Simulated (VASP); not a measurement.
Method: PBE GGA, VASP's PBE PAW potentials (set 64) (plane waves; VASP).

VASP ran on this input.

**INCAR**
```
# general
SYSTEM  = SnO
PREC    = Accurate
ENCUT   = 520
LREAL   = .FALSE.
LASPH   = .TRUE.
ICHARG  = 11

# electronic loop
EDIFF   = 1E-7
NELM    = 100
ALGO    = Normal
LMAXMIX = 4

# smearing
ISMEAR  = 0
SIGMA   = 0.05

# functional
GGA     = PE

# output
LWAVE   = .FALSE.
LCHARG  = .FALSE.
LORBIT  = 11
```

POSCAR:
```
SnO
5.0526420
  0.7654988764   0.0000000000   0.0000000000
  0.0000000000   0.7654988764   0.0000000000
  0.0000000000   0.0000000000   0.9999999098
Sn O
2 2
Cart
  0.3827494382   0.0000000000   0.7698229978
  0.7654988764   0.3827494382   0.2301769120
  0.3827494382   0.3827494382   0.9999999098
  0.0000000000   0.7654988764   0.9999999098
```

**KPOINTS**
```
k-points along high-symmetry lines
10
Line-mode
Reciprocal
  0.000000   0.000000   0.000000 ! GAMMA
  0.000000   0.500000   0.000000 ! X

  0.000000   0.500000   0.000000 ! X
  0.500000   0.500000   0.000000 ! M

  0.500000   0.500000   0.000000 ! M
  0.000000   0.000000   0.000000 ! GAMMA

  0.000000   0.000000   0.000000 ! GAMMA
  0.000000   0.000000   0.500000 ! Z

  0.000000   0.000000   0.500000 ! Z
  0.000000   0.500000   0.500000 ! R

  0.000000   0.500000   0.500000 ! R
  0.500000   0.500000   0.500000 ! A

  0.500000   0.500000   0.500000 ! A
  0.000000   0.000000   0.500000 ! Z

  0.000000   0.500000   0.000000 ! X
  0.000000   0.500000   0.500000 ! R

  0.500000   0.500000   0.000000 ! M
  0.500000   0.500000   0.500000 ! A
```

POTCAR, in this order: Sn_d O (PBE.64 set). Program: vasp_std. Read from the step before: CHGCAR.

Output

OUTCAR:
```
 ion  position               nearest neighbor table
   1  0.500  0.000  0.770-   3 2.26   4 2.26   3 2.26   4 2.26   2 3.59   2 3.59   2 3.59   2 3.59
  LATTYP: Found a simple tetragonal cell.
 ALAT       =     3.8677917736
 C/A-ratio  =     1.3063375280
 Subroutine PRICEL returns:
 Original cell was already a primitive cell.
 Subroutine GETGRP returns: Found 16 space group operations
The static configuration has the point symmetry D_2d.
 The point group associated with its full space group is D_4h.
The dynamic configuration has the point symmetry D_2d.
 Subroutine INISYM returns: Found 16 space group operations
   k-points           NKPTS =     90   k-points in BZ     NKDIM =     90   number of bands    NBANDS=     24
   number of dos      NEDOS =    301   number of ions     NIONS =      4
   total plane-waves  NPLWV =  36000
   dimension x,y,z NGX =    30 NGY =   30 NGZ =   40
   dimension x,y,z NGXF=    60 NGYF=   60 NGZF=   80
   ions per type =               2   2
   PREC   = accura    normal or accurate (medium, high low for compatibility)
   ISTART =      0    job   : 0-new  1-cont  2-samecut
   ICHARG =     11    charge: 1-file 2-atom 10-const
   ISPIN  =      1    spin polarized calculation?
   LNONCOLLINEAR =      F non collinear calculations
   LSORBIT =      F    spin-orbit coupling
   INIWAV =      1    electr: 0-lowe 1-rand  2-diag
...
```

File OSZICAR:
```
       N       E                     dE             d eps       ncg     rms          rms(c)
DAV:   1     0.385549640149E+03    0.38555E+03   -0.20737E+04  4392   0.250E+03
DAV:   2     0.323794043853E+02   -0.35317E+03   -0.34712E+03  4568   0.575E+02
DAV:   3    -0.201369183679E+02   -0.52516E+02   -0.51291E+02  5328   0.187E+02
DAV:   4    -0.222357872945E+02   -0.20989E+01   -0.20970E+01  4760   0.413E+01
DAV:   5    -0.222978891996E+02   -0.62102E-01   -0.62094E-01  5864   0.711E+00
DAV:   6    -0.222998193238E+02   -0.19301E-02   -0.19301E-02  5712   0.107E+00
DAV:   7    -0.222998705595E+02   -0.51236E-04   -0.51236E-04  6248   0.144E-01
DAV:   8    -0.222998711294E+02   -0.56985E-06   -0.56982E-06  5800   0.176E-02
DAV:   9    -0.222998711373E+02   -0.78744E-08   -0.78872E-08  4040   0.233E-03
   1 F= -.22299871E+02 E0= -.22299871E+02  d E =-.248598E-11
```

**OUTCAR**
```
 val. band max:        6.1730159224   @ k =   0.0556   0.0556   0.0000

 cond. band min:       6.6304695726   @ k =   0.5000   0.5000   0.0000



 k-point     1 :       0.0000    0.0000    0.0000
  band No.  band energies     occupation
      1     -15.5760      2.00000
      2     -15.2180      2.00000
      3     -15.2126      2.00000
      4     -15.2126      2.00000
      5     -15.1841      2.00000
      6     -15.1689      2.00000
      7     -15.1407      2.00000
      8     -15.1303      2.00000
      9     -15.1128      2.00000
     10     -15.1128      2.00000
     11     -13.5180      2.00000
     12     -11.1453      2.00000
     13      -1.1859      2.00000
     14      -0.0700      2.00000
     15       0.3609      2.00000
     16       0.3609      2.00000
     17       3.0199      2.00000
     18       3.3020      2.00000
     19       3.3020      2.00000
     20       6.1689      2.00000
     21       8.0911      0.00000
     22      10.2800      0.00000
     23      11.0453      0.00000
     24      11.0453      0.00000

 k-point     2 :       0.0000    0.0556    0.0000
  band No.  band energies     occupation
      1     -15.5743      2.00000
      2     -15.2174      2.00000
      3     -15.2121      2.00000
      4     -15.2121      2.00000
      5     -15.1844      2.00000
      6     -15.1680      2.00000
      7     -15.1410      2.00000
      8     -15.1386      2.00000
      9     -15.1133      2.00000
     10     -15.1126      2.00000
     11     -13.4950      2.00000
     12     -11.1591      2.00000
     13      -1.1964      2.00000
     14      -0.0676      2.00000
     15       0.3735      2.00000
     16       0.3802      2.00000
     17       2.9705      2.00000
     18       3.2751      2.00000
     19       3.2754      2.00000
     20       6.1717      2.00000
     21       8.1870      0.00000
     22      10.2441      0.00000
     23      10.8729      0.00000
     24      11.0634      0.00000

...
```

The density is held fixed in this step, so its total energy and stress have no physical meaning. Without a dispersion term in the relaxation, distances and binding between the weakly bound layers, chains or molecules are unreliable, and so is what depends on them. Unless said otherwise, spin-orbit coupling is left out, though it shifts the bands of the heavy elements here.

The compound is SnO in the litharge structure. It was relaxed first, which changed the volume by +8 %.
